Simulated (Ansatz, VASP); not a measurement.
**InH: VASP beside Ansatz**

Wanted: the spread between two codes on one cell, functional and k mesh. The cell is generated by rule, not measured, and may not be a known phase. Of the first pair: The two relaxations start from unlike cells of this crystal (the structure described is Ansatz's start), so only their ends are compared.

Method: plane waves, with VASP 6.6.1 beside it; relaxation of cell and atoms at PBE and zone-centre phonons at PBE, in Ansatz 0.2.0.

## (1) The structure

It takes space group Amm2 (No. 38, orthorhombic). The conventional cell has a = 3.175 Å, b = 4.490 Å, c = 4.490 Å, α = 90.00°, β = 90.00°, γ = 90.00°. Nearest to In lie 2 H at 2.28 Å. Nearest to H lie 2 In at 2.28 Å. Farther neighbours are not listed.

## (2) Ansatz: relaxation of cell and atoms, PBE

Ansatz runs on its default PAW (the set named soft_2) files.

The relaxed volume is the usual yardstick between codes: in a stiff, nearly cubic crystal its relative difference is about their pressure difference at one cell divided by the bulk modulus.

input.yaml reads:

```yaml
crystal:
  lattice:
    - [3.1749981601, 0.0, 0.0]
    - [0.0, 3.1749981601, 0.0]
    - [0.0, 0.0, 3.1749981601]
  atoms:
    - { symbol: In, position: [0.0, -0.0011731224, -0.0011731224] }
    - { symbol: H, position: [0.5, 0.6336265558, 0.6336265558] }
kpoints:
  mp_grid: { grid: [12, 12, 12] }
hamiltonian:
  xc: pbe
scf:
  occupations: { method: methfessel_paxton, width: 0.15 }
output:
  forces: true
  stress: true
  eigenvalues: true
relax:
  adjacent_minimum: "off"
  f_tol: 0.002
  max_steps: 120
  cell: { stress_tol: 0.03 }
```

Command:

```bash
$ ansatz run input.yaml --threads 4 --pin off --max-ram 7168MiB --backend cpu --events-out ev --progress --plain --runs-dir out
```

Numbers of over 12 decimals in the logs are rounded to 6 here.

The program printed:

```text
Engine: ansatz 0.2.0, aarch64-unknown-linux-gnu
Pseudopotentials: kind: paw
Pseudopotential: In, paw, valence charge 13, recommended cutoff 420 eV (normal), In.paw.azcp
Pseudopotential: H, paw, valence charge 1, recommended cutoff 420 eV (normal), H.paw.azcp
Functional definition: PBE
  parameter kappa = 0.804
  parameter beta = 0.066725
  exchange = pbe_x(kappa = kappa, mu = beta*pi^2/3)
  correlation = pbe_c(beta = beta)
Crystal: 2 atoms, lattice volume = 32.006 Å³
Basis set: ecut = 420 eV, 619 PW (Γ), exchange–correlation on 48×48×48 points (8 copies of the dense FFT grid, shifted against one another)
Bands: 11, of which v1, the nominal top of the filled ones, is band 7 counted from 1 (6 counted from 0)
Symmetry: 4 space group operations
Space group: Amm2 (ITA 38), of the structure as read, at distance tolerance 3.2e-5 Å
k-points: 301 of 1728 (time reversal used)
Non-local potential: In, projectors of the file, l = 0: 2, l = 1: 2, l = 2: 2, l = 3: 2
Non-local potential: H, projectors of the file, l = 0: 2, l = 1: 1
PAW form: soft (Blöchl's): semilocal exchange-correlation on the pseudo side does not see the compensation charge
PAW one-centre angular grid: In, 590 points (default); XC on 64 Gauss nodes
PAW one-centre angular grid: H, 110 points (default); XC on 64 Gauss nodes
Initial density: superposition of atomic densities (neutral atoms: chi_scale 0, normalization atom), corrected by the library's trained network
Initial wavefunctions: pseudopotential atomic-orbital guess
Functional: x = pbe(κ = 0.804, μ = 0.219515), c = pbe(β = 0.066725)
SCF iter   1: F=—  HF=-5612.738720 eV  |F-HF|=—  |Δ(HF+E_count)|=         —  Δρ=1.82e-3  dr2=1.57e-3  ethr=1.77e-3  ⟨swp⟩=5.0  Hψ=19004  notcnv=0
preconditioner: auto → none  [metal: Δε(μ)=0.011 eV  Ē_g=17.524 eV  σ=0.150 eV  W_gap=0.06  n_scr=6 (ndim 8)  ℏωp=24.6 eV  f_vac=0.000  D(μ)=0.36/eV (n_scr^D=0)  sad-step TF]
SCF iter   2: F=—  HF=-5612.737931 eV  |F-HF|=—  |Δ(HF+E_count)|=   7.89e-4  S|Δr|=    0.00e0  Δρ=1.12e-3  dr2=5.62e-4  ethr=1.12e-5  ⟨swp⟩=1.6  Hψ=6431  notcnv=0
SCF iter   3: F=—  HF=-5612.737869 eV  |F-HF|=—  |Δ(HF+E_count)|=   6.25e-5  S|Δr|=    0.00e0  Δρ=5.83e-4  dr2=8.19e-5  ethr=4.01e-6  ⟨swp⟩=2.7  Hψ=5381  notcnv=0
SCF iter   4: F=—  HF=-5612.737831 eV  |F-HF|=—  |Δ(HF+E_count)|=   3.77e-5  S|Δr|=    0.00e0  Δρ=1.30e-4  dr2=3.41e-6  ethr=5.85e-7  ⟨swp⟩=2.0  Hψ=4852  notcnv=0
SCF iter   5: F=—  HF=-5612.737831 eV  |F-HF|=—  |Δ(HF+E_count)|=   8.52e-9  S|Δr|=    0.00e0  Δρ=4.90e-5  dr2=6.96e-7  ethr=2.44e-8  ⟨swp⟩=2.0  Hψ=5389  notcnv=0
SCF iter   6: F=-5612.737831 eV  HF=-5612.737831 eV  |F-HF|=4.46e-8  |Δ(HF+E_count)|=   2.66e-7  S|Δr|=    0.00e0  Δρ=1.63e-5  dr2=5.03e-8  ethr=7.14e-10  ⟨swp⟩=4.1  Hψ=15602  notcnv=0
SCF 1 converged in 6 iterations: F = -5612.737831 eV  dr2 = 5.03e-8
  greatest PAW one-centre occupation: 0.982 electrons in one spin orbital (limit 2), on the In atom at site 0 (counted from 0), in its partial waves of l = 2
relax step   1: F+E_penalty+E_count = -5612.73783058 eV  Δ(F+E_penalty+E_count) = +0.000e0 eV  max|allowed force component| = 2.353e-1 eV/Å  Δτ_max = 0.0000 Å  P = +1.214 GPa  Ω = 32.006 Å³  (6 SCF iters, dr2 threshold 1.00e-7 eV, accepted)
[...]
relax step  18: F+E_penalty+E_count = -5613.14608539 eV  Δ(F+E_penalty+E_count) = -9.486e-3 eV  max|allowed force component| = 4.007e-5 eV/Å  Δτ_max = 0.0001 Å  P = +0.291 GPa  Ω = 33.511 Å³  energy of the carried Pulay correction = -3.291e-4 eV  (4 SCF iters, dr2 threshold 2.00e-7 eV, accepted)
[...]
relax step  19: F+E_penalty+E_count = -5613.14624155 eV  Δ(F+E_penalty+E_count) = -1.562e-4 eV  max|allowed force component| = 1.832e-3 eV/Å  Δτ_max = 0.0027 Å  P = +0.214 GPa  Ω = 33.445 Å³  energy of the carried Pulay correction = -2.949e-4 eV  (4 SCF iters, dr2 threshold 2.00e-7 eV, accepted)
[...]
relax step  20: F+E_penalty+E_count = -5613.14680360 eV  Δ(F+E_penalty+E_count) = -5.620e-4 eV  max|allowed force component| = 5.114e-5 eV/Å  Δτ_max = 0.0025 Å  P = -0.001 GPa  Ω = 33.638 Å³  energy of the carried Pulay correction = -4.032e-4 eV  (4 SCF iters, dr2 threshold 2.00e-7 eV, accepted)
[...]
relax step  21: F+E_penalty+E_count = -5613.14680723 eV  Δ(F+E_penalty+E_count) = -3.631e-6 eV  max|allowed force component| = 8.947e-6 eV/Å  Δτ_max = 0.0001 Å  P = -0.002 GPa  Ω = 33.633 Å³  energy of the carried Pulay correction = -4.012e-4 eV  (3 SCF iters, dr2 threshold 2.34e-9 eV, accepted)
[...]
relax step  22: F+E_penalty+E_count = -5613.14730636 eV  Δ(F+E_penalty+E_count) = -4.991e-4 eV  max|allowed force component| = 9.459e-6 eV/Å  Δτ_max = 0.0000 Å  P = +0.004 GPa  Ω = 33.633 Å³  stress off target by 1.17e-2 GPa  SCF on the basis re-selected at this cell (its energy is not comparable with the rows above)  (6 SCF iters)
basis re-selected at this cell: Δ(F+E_penalty+E_count) = -4.991e-4 eV, ΔP = +0.006 GPa vs the last step (what re-selecting the basis moved, of the pressure what is left beyond the Pulay correction that the steps carried, after the strain that the cell walked since its last selection, with what the two solves' SCF thresholds leave and, on support functions, any second-order correction that the steps lacked; it is no m [...]
SCF converged after 6 iterations
Stability not checked: this state was not tested for a lower state beside it, because cold or Methfessel-Paxton smearing, or corrected tetrahedra, fill the levels in a way that the test cannot read (fill_not_monotonic; see scf.lower_state_search)
Free energy (F): -5613.147306 eV
Harris-Foulkes:  -5613.147306 eV  (|F-HF|=4.55e-12)
Internal energy: -5613.147583 eV  (E = F + TS)
E sigma→0 (E₀):  -5613.147376 eV
Entropy (-TS):   0.000277 eV (0.139 meV/atom)
Fermi energy:    7.446968 eV
--- Per-component energies (eV) ---
  E_band       = -58.282303
  E_kinetic    = 255.208458
  E_local      = -1267.287977  (includes V_loc(G=0)·N_el)
  E_nonlocal   = 367.924825
  E_hartree    = 499.628796
  E_xc         = -223.969011
  E_vxc        = -110.486990  (∫ρ·V_xc dr)
  E_paw        = -4154.678657  (= ΣΔE_a)
  E_vpaw       = -302.897093  (= ΣTr[D̂ρ^β])
  E_aug_tail   = -0.001102  (compensation charges beyond the density's cutoff)
  E_ewald      = -1089.972915
  E_smearing   = 0.000277  (= −TS)
  E_closure    = -0.000000  (closes the sum)
  Σ components = -5613.147306   (vs F -5613.147306, Δ=0.00e0)
--- Forces (eV/Å), atoms counted from 1 ---
  atom   1  In     0.00000000     0.00000946     0.00000946
  atom   2  H     -0.00000000    -0.00000946    -0.00000946
  max |Σ_I F_I| component: 1.08e-9 eV/Å
--- Stress (GPa, compression-positive) ---
        0.011160      -0.000000       0.000000
       -0.000000       0.000270       0.011411
        0.000000       0.011411       0.000270
  P = ⅓ Tr σ = 0.0039 GPa (0.039 kbar)
--- Band table (eV; the first three rows and the last of 301) ---
  k-point 0: bands = [... 3 lower, -6.9285, -6.9282, -2.0563, 8.2950, 9.0556, 18.2047, 18.2137, 18.9686]
  k-point 1: bands = [... 3 lower, -6.9459, -6.9320, -1.9160, 8.3297, 9.2185, 16.3718, 17.6178, 19.1271]
  k-point 2: bands = [... 3 lower, -6.9930, -6.9422, -1.4929, 8.3811, 9.6957, 14.0217, 16.4939, 18.1093]
  k-point 300: bands = [... 3 lower, -6.9304, -6.8162, 3.3427, 5.2817, 5.8149, 11.2660, 14.9698, 17.2194]
--- Relaxed structure (20 steps of the walk, 20 accepted, 2 SCFs on fresh bases) ---
  F+E_penalty+E_count = -5613.14730636 eV   max|allowed force component| = 9.459e-6 eV/Å   (the final SCF, on the basis selected at the relaxed cell)
  cell:  # Å, volume = 33.6333 Å³
    - [3.902035, 0, 0]
    - [0, 3.047111, 0.815751]
    - [0, 0.815751, 3.047111]
  atoms:
    - { symbol: In, position: [0, -0.183776, -0.183776] }
    - { symbol: H, position: [0.5, 0.816230, 0.816230] }
```

## (3) VASP: relaxation of cell and atoms, PBE

Its own start cell and the same functional, mesh and smearing now go to VASP, with its own data sets.

Lines of VASP's logs that name or quote its potential files are left out, and so is its time.

INCAR reads:

```
SYSTEM = InH
PREC = Accurate
ENCUT = 500
EDIFF = 1E-07
NELM = 120
ISMEAR = 1
SIGMA = 0.15
LREAL = .FALSE.
ALGO = Normal
GGA = PE
NBANDS = 13
LORBIT = 11
LWAVE = .FALSE.
LCHARG = .FALSE.
ISIF = 3
IBRION = 2
NSW = 80
EDIFFG = -0.005
LASPH = .TRUE.
GGA_COMPAT = .FALSE.
NELMIN = 4
KPAR = 2
```

POSCAR reads:

```
InH
1.0
    3.8911451231      0.0000000000      0.0000000000
    0.0000000000      3.0382774353     -0.7998030410
    0.0000000000     -0.7998030410      3.0382774353
In H
1 1
Direct
    0.0000000000      0.8151640085      0.8151640085
    0.5000000000      0.8172893033      0.8172893033
```

KPOINTS reads:

```
Automatic mesh
0
Gamma
12 12 12
0 0 0
```

Potentials, in the order of the species: In_d and H (PBE family, release 64).

Command:

```bash
$ mpirun -np 2 vasp_std
```

The program printed:

```text
[banner, memory and clock lines left out]
running    2 mpi-ranks, on    1 nodes
 distrk:  each k-point on    1 cores,    2 groups
 distr:  one band on    1 cores,    1 groups

 POSCAR found type information on POSCAR InH
 POSCAR found :  2 types and       2 ions
 LDA part: xc-table for (Slater+PW92), standard interpolation
 POSCAR, INCAR and KPOINTS ok, starting setup
 FFT: planning ... GRIDC
 FFT: planning ... GRID_SOFT
 FFT: planning ... GRID
 WAVECAR not read
 entering main loop
       N       E                     dE             d eps       ncg     rms          rms(c)
DAV:   1     0.747322103318E+02    0.74732E+02   -0.60259E+03  7874   0.131E+03
DAV:   2    -0.152011336478E+01   -0.76252E+02   -0.73460E+02  8066   0.277E+02
DAV:   3    -0.556257056502E+01   -0.40425E+01   -0.40264E+01  9707   0.644E+01
DAV:   4    -0.565061726011E+01   -0.88047E-01   -0.88029E-01  9541   0.995E+00
DAV:   5    -0.565430929961E+01   -0.36920E-02   -0.36919E-02 10881   0.183E+00    0.434E+00
DAV:   6    -0.540568492735E+01    0.24862E+00   -0.28702E-01 10148   0.768E+00    0.200E+00
DAV:   7    -0.537094848589E+01    0.34736E-01   -0.12434E-01 10106   0.345E+00    0.456E-01
DAV:   8    -0.537315197160E+01   -0.22035E-02   -0.23046E-02  9301   0.144E+00    0.199E-01
DAV:   9    -0.537342602517E+01   -0.27405E-03   -0.43673E-04  9622   0.163E-01    0.147E-01
DAV:  10    -0.537362052810E+01   -0.19450E-03   -0.20113E-04  8661   0.200E-01    0.404E-02
DAV:  11    -0.537362914575E+01   -0.86176E-05   -0.12679E-05  9896   0.452E-02    0.131E-02
DAV:  12    -0.537362976171E+01   -0.61596E-06   -0.31168E-06  8331   0.132E-02    0.427E-03
DAV:  13    -0.537362976382E+01   -0.21128E-08   -0.21244E-07  9767   0.345E-03
   1 F= -.53736298E+01 E0= -.53736698E+01  d E =-.537363E+01
[...]
2 F= -.53738793E+01 E0= -.53739357E+01  d E =-.249522E-03
[...]
3 F= -.53738971E+01 E0= -.53739591E+01  d E =-.267340E-03
[...]
4 F= -.53738983E+01 E0= -.53739594E+01  d E =-.268579E-03
[...]
5 F= -.53739684E+01 E0= -.53740465E+01  d E =-.700864E-04
 trial-energy change:   -0.000070  1 .order   -0.000069   -0.000085   -0.000053
 step:   2.3051(harm=  2.8759)  dis= 0.00025  next Energy=    -5.374001 (dE=-0.102E-03)
 bond charge predicted
       N       E                     dE             d eps       ncg     rms          rms(c)
DAV:   1    -0.537432899803E+01   -0.36054E-03   -0.11145E-02  9896   0.962E-01    0.929E-02
DAV:   2    -0.537412781966E+01    0.20118E-03   -0.30742E-04 11179   0.260E-01    0.607E-02
DAV:   3    -0.537401112593E+01    0.11669E-03   -0.13063E-04 10738   0.243E-01    0.140E-02
DAV:   4    -0.537401278820E+01   -0.16623E-05   -0.20687E-05  8802   0.393E-02    0.161E-02
DAV:   5    -0.537401275149E+01    0.36708E-07   -0.86831E-07 11797   0.834E-03
   6 F= -.53740128E+01 E0= -.53741021E+01  d E =-.114409E-03
 curvature:  -1.55 expect dE=-0.155E-04 dE for cont linesearch -0.554E-05
 trial: gam=-0.12411 g(F)=  0.513E-06 g(S)=  0.943E-05 ort = 0.184E-04 (trialstep = 0.132E+01)
 search vector abs. value=  0.684E-05
 reached required accuracy - stopping structural energy minimisation
```

From OUTCAR (step 3):

```text
ion  position               nearest neighbor table
   1  0.000  0.815  0.815-   2 1.95   2 1.95
   2  0.500  0.817  0.817-   1 1.95   1 1.95

  LATTYP: Found a base centered orthorhombic cell.
 ALAT       =     3.1656808474
 B/A-ratio  =     1.7145965511
 C/A-ratio  =     1.2291653235

 Subroutine GETGRP returns: Found  4 space group operations
 (whereof  4 operations were pure point group operations)

The static configuration has the point symmetry C_2v.

 Found    301 irreducible k-points:

   k-points           NKPTS =    301   k-points in BZ     NKDIM =    301   number of bands    NBANDS=     13

   dimension x,y,z NGX =    28 NGY =   24 NGZ =   24
   dimension x,y,z NGXF=    56 NGYF=   48 NGZF=   48

   ENCUT  =  500.0 eV  36.75 Ry    6.06 a.u.   7.09  5.73  5.73*2*pi/ulx,y,z

   NELECT =      14.0000    total number of electrons

 k-points in reciprocal lattice and weights: Automatic mesh
   0.00000000  0.00000000  0.00000000       0.001
   0.08333333  0.00000000  0.00000000       0.001
   0.16666667  0.00000000  0.00000000       0.001
   0.25000000  0.00000000  0.00000000       0.001
   0.33333333  0.00000000  0.00000000       0.001
   0.41666667  0.00000000  0.00000000       0.001
   0.50000000  0.00000000  0.00000000       0.001
   0.00000000  0.08333333 -0.00000000       0.002
   0.08333333  0.08333333 -0.00000000       0.005
[...]
0.41666667  0.50000000  0.50000000       0.001
   0.50000000  0.50000000  0.50000000       0.001

 average (electrostatic) potential at core
       1 -96.1094       2 -31.4810

 E-fermi :   5.2588

 k-point     1 :       0.0000    0.0000    0.0000
  band No.  band energies     occupation
    ...
      2      -9.4529      2.00000
      3      -9.4473      2.00000
      4      -9.1155      2.00000
      5      -9.1143      2.00000
      6      -4.2477      2.00000
      7       6.1069     -0.00000
      8       6.8654     -0.00000
      9      16.0102      0.00000
     10      16.0491      0.00000
     11      16.7894      0.00000
    ...

 k-point     2 :       0.0833    0.0000    0.0000
  band No.  band energies     occupation
    ...
      3      -9.4471      2.00000
      4      -9.1167      2.00000
      5      -9.1156      2.00000
      6      -4.1809      2.00000
      7       4.8244      2.00033
      8       8.1924     -0.00000
      9      16.0853      0.00000
     10      16.1243      0.00000
     11      16.8096      0.00000
     12      18.0304      0.00000
    ...

 k-point     3 :       0.1667    0.0000    0.0000
  band No.  band energies     occupation
    ...
      3      -9.4467      2.00000
      4      -9.1202      2.00000
      5      -9.1190      2.00000
      6      -3.9789      2.00000
      7       3.3168      2.00000
      8       9.7976      0.00000
      9      16.3045      0.00000
     10      16.3436      0.00000
     11      16.9188      0.00000
     12      18.1390      0.00000
    ...

  Total       -0.0053140     -0.0099248     -0.0099248      0.0000000     -0.0091077      0.0000000
  in kB       -0.2532892     -0.4730638     -0.4730638      0.0000000     -0.4341181      0.0000000
  external PRESSURE =      -0.3998056 kB  Pullay stress =       0.0000000 kB

  energy-cutoff  :      500.00
  volume of cell :       33.61
      direct lattice vectors                 reciprocal lattice vectors
     3.901790052  0.000000000  0.000000000     0.256292621  0.000000000  0.000000000
     0.000000000  3.045607410 -0.812919019     0.000000000  0.353528416  0.094362120
     0.000000000 -0.812919019  3.045607410     0.000000000  0.094362120  0.353528416

 POSITION                                       TOTAL-FORCE (eV/Angst)
 -----------------------------------------------------------------------------------
      0.00000      1.82038      1.82038         0.000000      0.001630      0.001630
      1.95090      1.82438      1.82438         0.000000     -0.001630     -0.001630
 -----------------------------------------------------------------------------------
    total drift:                               -0.000000      0.000105      0.000105

  FREE ENERGIE OF THE ION-ELECTRON SYSTEM (eV)
  ---------------------------------------------------
  free  energy   TOTEN  =        -5.3740127515 eV

  energy  without entropy=       -5.3742809222  energy(sigma->0) =       -5.37410214

 reached required accuracy - stopping structural energy minimisation

 total charge
# of ion       s       p       d       tot
------------------------------------------
    1        0.888   0.652   9.859  11.399
    2        0.504   0.009   0.000   0.513
--------------------------------------------------
tot          1.393   0.660   9.859  11.912

[... 3 further parts left out ...]
```

CONTCAR:

```
InH
   1.00000000000000
     3.9017900516963420    0.0000000000000000    0.0000000000000000
     0.0000000000000000    3.0456074104422024   -0.8129190193024531
     0.0000000000000000   -0.8129190193024531    3.0456074104422024
  In              H
     1     1
Direct
     0.0000000000000000    0.8153318767824446    0.8153318767824446
     0.5000000000000000    0.8171214350175545    0.8171214350175545
```

The run keeps the 4 symmetry operations of its start, so it cannot find a distortion of lower symmetry.

## (4) Side by side

Known differences besides the potentials themselves: the cutoff is 420 eV in Ansatz and 500 eV in VASP; Ansatz adds a Pulay correction to the stress that steers its cell, VASP none. Total energies have different zeros and are not compared.

Both answers:

| quantity | Ansatz | VASP | difference |
| --- | --- | --- | --- |
| volume (Å³) | 33.63 | 33.61 | +0.06 % |
| edge a after relaxation, in the typed setting (Å) | 3.902 | 3.902 | +0.01 % |
| edge b after relaxation, in the typed setting (Å) | 3.154 | 3.152 | +0.07 % |

Found at a tolerance of 0.01 Å, the end structures differ in symmetry: P6/mmm in Ansatz, Amm2 in VASP; the atoms lie within 0.05 Å of each other, which can come from where the walks stopped or from unlike electronic states.

(Continued in part 2 of 2.)

[Lines on the potential files, build, host, timing and source positions are cut from VASP's logs without a mark.]

[Logs are printed without paths, hosts, clocks, repeated set-up lines and the standing remarks that a program may print on its own settings, such as how far it seeks lower states.]

[Hosts, paths, dates, database ids (printed as entryN), source tags and the programs' standing remarks are cut or masked in the printed files.]
